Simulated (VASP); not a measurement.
Output of a VASP run:

### OSZICAR
```
       N       E                     dE             d eps       ncg     rms          rms(c)
DAV:   1    -0.414856880249E+02   -0.41486E+02   -0.74428E-06  1288   0.137E-02    0.153E-03
DAV:   2    -0.414856880524E+02   -0.27473E-07   -0.16440E-06  1064   0.818E-03    0.526E-04
DAV:   3    -0.414856877641E+02    0.28822E-06   -0.23925E-07   784   0.416E-03    0.344E-04
DAV:   4    -0.414856878995E+02   -0.13532E-06   -0.16944E-07   808   0.380E-03
   1 F= -.41485688E+02 E0= -.41485710E+02  d E =0.666760E-04
```

**OUTCAR**
```
------------------------ aborting loop because EDIFF is reached ----------------------------------------
  FORCE on cell =-STRESS in cart. coord.  units (eV):
  Direction    XX          YY          ZZ          XY          YZ          ZX
  --------------------------------------------------------------------------------------
  Total        0.7340445     -0.4253436     -0.1267436      0.0000000      0.0000000      0.0000000
  in kB        5.9109975     -3.4251397     -1.0206208      0.0000000      0.0000000      0.0000000
  external PRESSURE =       0.4884124 kB  Pullay stress =       0.0000000 kB
  volume of cell :      198.96
      direct lattice vectors                 reciprocal lattice vectors
     2.265943831  0.000000000  0.000000000     0.441317206  0.000000000  0.000000000
     0.000000000  3.561486073  0.000000000     0.000000000  0.280781668  0.000000000
     0.000000000  0.000000000 24.654251569     0.000000000  0.000000000  0.040560955
 POSITION                                       TOTAL-FORCE (eV/Angst)
 -----------------------------------------------------------------------------------
      1.13297      1.78074      8.72252         0.000000      0.000000      0.003503
      0.00000      0.00000      8.24345         0.000000      0.000000     -0.000020
      0.00000      1.78074     10.65561         0.000000      0.000000      0.023879
      1.13297      0.00000     10.12742         0.000000      0.000000     -0.002446
      1.13297      1.78074     12.59435         0.000000      0.000000      0.001824
      0.00000      0.00000     12.05990         0.000000      0.000000     -0.001824
      0.00000      1.78074     14.52683         0.000000      0.000000      0.002446
      1.13297      0.00000     13.99864         0.000000      0.000000     -0.023879
      1.13297      1.78074     16.41080         0.000000      0.000000      0.000020
      0.00000      0.00000     15.93173         0.000000      0.000000     -0.003503
 -----------------------------------------------------------------------------------
    total drift:                               -0.000000     -0.000000      0.000000
  FREE ENERGIE OF THE ION-ELECTRON SYSTEM (eV)
  ---------------------------------------------------
  free  energy   TOTEN  =       -41.4856878995 eV

  energy  without entropy=      -41.4857545754  energy(sigma->0) =      -41.48571012

 total charge

# of ion       s       p       d       tot
------------------------------------------
    1        0.421   0.724   0.000   1.145
    2        0.425   0.641   0.000   1.066
    3        0.413   0.773   0.000   1.186
    4        0.426   0.760   0.000   1.186
    5        0.416   0.769   0.000   1.184
    6        0.416   0.769   0.000   1.184
    7        0.426   0.760   0.000   1.186
    8        0.413   0.773   0.000   1.186
    9        0.425   0.641   0.000   1.066
   10        0.421   0.724   0.000   1.145
--------------------------------------------------
tot          4.201   7.332   0.000  11.533
```
(Selected blocks of OUTCAR.)

File POSCAR:
```
Be(100) slab
1
    2.2659438307     0.0000000000     0.0000000000
    0.0000000000     3.5614860735     0.0000000000
    0.0000000000     0.0000000000    24.6542515687
Be
10
Direct
  0.5000000000   0.5000000000   0.3537937484
  0.0000000000   0.0000000000   0.3343623551
  0.0000000000   0.5000000000   0.4322018094
  0.5000000000   0.0000000000   0.4107778700
  0.5000000000   0.5000000000   0.5108387960
  0.0000000000   0.0000000000   0.4891612040
  0.0000000000   0.5000000000   0.5892221300
  0.5000000000   0.0000000000   0.5677981906
  0.5000000000   0.5000000000   0.6656376449
  0.0000000000   0.0000000000   0.6462062516
```

Task: Reconstruct the remaining input files.

Result: One answer among several that fit: the input of the run itself, r2SCAN meta-GGA, plane waves, VASP's PBE PAW potentials (set 64).

### INCAR
```
SYSTEM = Be(100) slab
PREC = Normal
ENCUT = 400
EDIFF = 1E-6
NELM = 100
ALGO = Normal
LREAL = .FALSE.
LASPH = .TRUE.
ISMEAR = 1
SIGMA = 0.1
METAGGA = R2SCAN
LMIXTAU = .TRUE.
LWAVE = .FALSE.
LCHARG = .FALSE.
NELMIN = 4
LDIPOL = .TRUE.
IDIPOL = 3
DIPOL = 0.5 0.5 0.5
LVHAR = .TRUE.
LORBIT = 11
```

**KPOINTS**
```
Automatic mesh
0
Gamma
12 8 1
0 0 0
```

POTCAR, in this order: Be (PBE.64 set). Program: vasp_std. Read from the step before: WAVECAR.

The cell is a thin slab with vacuum, built from Be (hcp): (100) face.
